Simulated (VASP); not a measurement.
# CsCaMg6 (Amm2) in VASP: a series of runs, part 2 of 2

VASP 6.6.1.

**3. Electron localisation function, optB86b-vdW (atoms moved at random, drawn with an rms of 0.1 Å)**

The input, INCAR:

```
SYSTEM = CsCaMg6
PREC = Accurate
ENCUT = 520
EDIFF = 1E-6
ISMEAR = 0
SIGMA = 0.1
LREAL = .FALSE.
LASPH = .TRUE.
NELM = 80
ALGO = Fast
ISIF = 2
LWAVE = .FALSE.
LCHARG = .TRUE.
GGA = MK
LUSE_VDW = .TRUE.
AGGAC = 0.0
PARAM1 = 0.1234
PARAM2 = 1.0
LELF = .TRUE.
```

The input, KPOINTS:

```
regular mesh
0
G
  5 4 4
  0 0 0
```

The input, POSCAR:

```
CsCaMg6
1.0
    5.2591370000      0.0000000000      0.0000000000
    0.0000000000      3.5524075000      6.7534280000
    0.0000000000     -3.5524075000      6.7534280000
Cs Ca Mg
1 1 6
Direct
    0.4997390000      0.6833330000      0.6850760000
    0.4928720000      0.1406970000      0.1744130000
    0.0126590000      0.8514840000      0.8762760000
    0.0010020000      0.3425060000      0.3556670000
    0.0064200000      0.2821220000      0.8107980000
   -0.0081870000      0.8244010000      0.2652800000
    0.4746680000      0.1807380000      0.6637240000
    0.4945960000      0.6762610000      0.1824530000
```

Potentials or basis: VASP PAW PBE potentials, release 64 (Cs_sv, Ca_sv, Mg_pv).

On the command line:

```console
$ cat potpaw_PBE.64/Cs_sv/POTCAR potpaw_PBE.64/Ca_sv/POTCAR potpaw_PBE.64/Mg_pv/POTCAR > POTCAR
$ mpirun -np 1 vasp_std > vasp.out
```

OUTCAR:

```text
SYSTEM = CsCaMg6
   PREC = Accurate
   ENCUT = 520
   EDIFF = 1E-6
   ISMEAR = 0
   LREAL = .FALSE.
   LASPH = .TRUE.
   NELM = 80
   ISIF = 2
   GGA = MK

 ion  position               nearest neighbor table
   1  0.500  0.683  0.685-
   2  0.493  0.141  0.174-
   3  0.013  0.851  0.876-
   4  0.001  0.343  0.356-
   5  0.006  0.282  0.811-
   6  0.992  0.824  0.265-
   7  0.475  0.181  0.664-
   8  0.495  0.676  0.182-

  LATTYP: Found a base centered orthorhombic cell.
 ALAT       =     7.1048150000
 B/A-ratio  =     1.9010848277
 C/A-ratio  =     0.7402215258

  Lattice vectors:

 A1 = (   0.0000000000,   3.5524075000,  -6.7534280000)
 A2 = (   0.0000000000,   3.5524075000,   6.7534280000)
 A3 = (   5.2591370000,   0.0000000000,   0.0000000000)

Analysis of symmetry for initial positions (statically):
=====================================================================
 Subroutine PRICEL returns:
 Original cell was already a primitive cell.

 Routine SETGRP: Setting up the symmetry group for a
 base centered orthorhombic supercell.

 Subroutine GETGRP returns: Found  1 space group operations
 (whereof  1 operations were pure point group operations)
 out of a pool of  8 trial point group operations.

The static configuration has the point symmetry C_1 .

Analysis of symmetry for dynamics (positions and initial velocities):
=====================================================================
 Subroutine PRICEL returns:
 Original cell was already a primitive cell.

 Routine SETGRP: Setting up the symmetry group for a
 base centered orthorhombic supercell.

 Subroutine GETGRP returns: Found  1 space group operations
 (whereof  1 operations were pure point group operations)
 out of a pool of  8 trial point group operations.

[... 136 lines left out ...]
   LORBIT       =      0    0 simple, 1 ext, 2 COOP (PROOUT), +10 PAW based schemes
   GGA     = MK    functional components
   LHFCALC =     F    Hartree Fock is set to
   AEXX    =    0.0000 exact exchange contribution
   IVDW_NL    =     1    kernel type
   BPARAM     = 6.3000
   IVDW    =     0    specifies the selected vdW correction
   LEPSILON=     F    determine dielectric tensor
   LRPA    =     F    only Hartree local field effects (RPA)
 non-spin polarized calculation
 RMM-DIIS sequential band-by-band and
 Gauss-broadening in eV      SIGMA  =   0.10
  energy-cutoff  :      520.00
  volume of cell :      252.34
 maximum number of plane-waves:      6814
   NGX = 19   NGY = 29   NGZ = 29

 number of electron      66.9999978 magnetization

 Free energy of the ion-electron system (eV)
  ---------------------------------------------------
  ext. energy  EPLUGINS =         0.00000000
  ---------------------------------------------------
  free energy    TOTEN  =         9.85848149 eV

  energy without entropy =        9.88199858  energy(sigma->0) =        9.87024004

 E-fermi :   1.8289     XC(G=0):  -8.1449

 val. band max:        1.8257096537   @ k =  -0.4000   0.0000  -0.2500
 cond. band min:       1.8412733826   @ k =   0.4000   0.2500   0.0000
 fundamental gap:      0.0155637289
 Fermi energy:         1.8288938747

 k-point     1 :       0.0000    0.0000    0.0000
  band No.  band energies     occupation
      1     -41.2754      2.00000
      2     -41.2629      2.00000
      3     -41.2474      2.00000
      4     -41.2459      2.00000
      5     -41.2345      2.00000
      6     -41.2226      2.00000
[... 1021 lines left out ...]
     39       3.0088      0.00000
     40       3.8874      0.00000

 [... further k-points ...]

------------------------ aborting loop because EDIFF is reached ----------------------------------------

  FORCE on cell =-STRESS in cart. coord.  units (eV):
  Direction    XX          YY          ZZ          XY          YZ          ZX
  --------------------------------------------------------------------------------------
  -------------------------------------------------------------------------------------
  Total       -0.8125339     -0.1634525      0.4788218     -0.0135393     -0.1650710     -0.2847219
  in kB       -5.1589409     -1.0377930      3.0401355     -0.0859639     -1.0480689     -1.8077565
  external PRESSURE =      -1.0521995 kB  Pullay stress =       0.0000000 kB

 VOLUME and BASIS-vectors are now :
 -----------------------------------------------------------------------------
  energy-cutoff  :      520.00
  volume of cell :      252.34
      direct lattice vectors                 reciprocal lattice vectors
     5.259137000  0.000000000  0.000000000     0.190145265  0.000000000  0.000000000
     0.000000000  3.552407500  6.753428000     0.000000000  0.140749618  0.074036475
     0.000000000 -3.552407500  6.753428000     0.000000000 -0.140749618  0.074036475

 POSITION                                       TOTAL-FORCE (eV/Angst)
 -----------------------------------------------------------------------------------
      2.62820     -0.00619      9.24145         0.089923     -0.138759     -0.069591
      2.59208     -0.11977      2.12807         0.025703      0.326847      0.158405
      0.06658     -0.08807     11.66830        -0.192210      0.143178     -0.116528
      0.00527     -0.04675      4.71506        -0.118564      0.074642     -0.097569
      0.03376     -1.87807      7.38096        -0.279300      0.007564      0.044822
      5.21608      1.98623      7.35908         0.038679     -0.313855      0.190341
      2.49634     -1.71576      5.70301         0.391536      0.033330      0.017677
      2.60115      1.75421      5.79926         0.044234     -0.132946     -0.127557
 -----------------------------------------------------------------------------------
    total drift:                                0.000612      0.000642     -0.001429

  FREE ENERGIE OF THE ION-ELECTRON SYSTEM (eV)
  ---------------------------------------------------
  free  energy   TOTEN  =         9.8584814947 eV

  energy  without entropy=        9.8819985796  energy(sigma->0) =        9.87024004

Total vdW correction in eV:     15.8580982
```

OSZICAR:

```text
N       E                     dE             d eps       ncg     rms          rms(c)
DAV:   1     0.607748894573E+03    0.60775E+03   -0.41704E+04  4384   0.153E+03
DAV:   2     0.479073294120E+02   -0.55984E+03   -0.55141E+03  4032   0.446E+02
DAV:   3     0.130215295381E+02   -0.34886E+02   -0.34186E+02  4072   0.984E+01
[... 12 lines left out ...]
RMM:  16     0.985848854310E+01   -0.47279E-05   -0.46399E-05  3735   0.150E-02    0.870E-04
RMM:  17     0.985848544790E+01   -0.30952E-05   -0.29943E-05  3463   0.116E-02    0.808E-04
RMM:  18     0.985848359745E+01   -0.18505E-05   -0.18110E-05  3329   0.926E-03    0.140E-03
RMM:  19     0.985848231988E+01   -0.12776E-05   -0.12389E-05  3104   0.745E-03    0.198E-03
RMM:  20     0.985848149467E+01   -0.82521E-06   -0.81470E-06  2960   0.608E-03
   1 F= 0.98584815E+01 E0= 0.98702400E+01  d E =-.235171E-01
```

stdout:

```text
POSCAR found type information on POSCAR CsCaMg
 POSCAR found :  3 types and       8 ions
 scaLAPACK will be used
 -----------------------------------------------------------------------------
|                                                                             |
|                                                                             |
|     You have switched on vdW-DFT.                                           |
[... 25 lines left out ...]
WARNING in EDDRMM: call to ZHEGV failed, returncode =   6  3     26
WARNING in EDDRMM: call to ZHEGV failed, returncode =   6  3     24
WARNING in EDDRMM: call to ZHEGV failed, returncode =   6  3     24
WARNING in EDDRMM: call to ZHEGV failed, returncode =   8  4     34
WARNING in EDDRMM: call to ZHEGV failed, returncode =   6  3     27
WARNING in EDDRMM: call to ZHEGV failed, returncode =   8  4     34
WARNING in EDDRMM: call to ZHEGV failed, returncode =   6  3     32
```

It took 14 min on 1 thread of Intel Xeon Platinum 8488C (Sapphire Rapids), shared host; peak memory 1.3 GiB.

What came out:

| Property | Result |
| --- | --- |
| Free energy | 9.8585 eV |
| Pressure | -0.1 GPa |
| Largest force | 0.393 eV/Å |
| Band gap on the k mesh | none (metal or under the smearing width) |

Forces in eV/Å, atoms in the order of the input:
```
Cs   0.090 -0.139 -0.070
Ca   0.026  0.327  0.158
Mg  -0.192  0.143 -0.117
Mg  -0.119  0.075 -0.098
Mg  -0.279  0.008  0.045
Mg   0.039 -0.314  0.190
Mg   0.392  0.033  0.018
Mg   0.044 -0.133 -0.128
```

Caveat: the PAW data sets were made with another functional, which shifts forces and pressure a little.
